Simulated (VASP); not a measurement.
Data:

```
HfB
1.0
    3.30611     0.00000     0.00000
   -1.65305     2.86317     0.00000
    0.00000     0.00000     6.09591
Hf B
2 2
Direct
  0.00000   0.00000   0.00000
  0.00000   0.00000   0.50000
  0.33333   0.66667   0.25000
  0.66667   0.33333   0.75000
```

Computed with PBEsol GGA, VASP's PBE PAW potentials (set 64) (plane waves; VASP). Numerical set-up: 520 eV cut-off, 12×12×6 Γ-centred mesh, tetrahedra with Blöchl corrections, potentials Hf_pv B.

The cores are frozen, which limits the accuracy of field gradients.

Task: Give the principal components of the electric field gradient (V/Å²) and the asymmetry η at each nucleus.

Result: 
```json
[
 {"atom": "Hf1", "Vxx": "2.2", "Vyy": "2.2", "Vzz": "-4.4", "η": "0.00"},
 {"atom": "Hf2", "Vxx": "2.2", "Vyy": "2.2", "Vzz": "-4.4", "η": "0.00"},
 {"atom": "B3", "Vxx": "5.6", "Vyy": "5.6", "Vzz": "-11.2", "η": "0.00"},
 {"atom": "B4", "Vxx": "5.6", "Vyy": "5.6", "Vzz": "-11.2", "η": "0.00"}
]
```

The structure was generated: HfB was put into the NiAs type type (P6_3/mmc), which need not be its known phase. It was relaxed first, which changed the volume by -32 %.
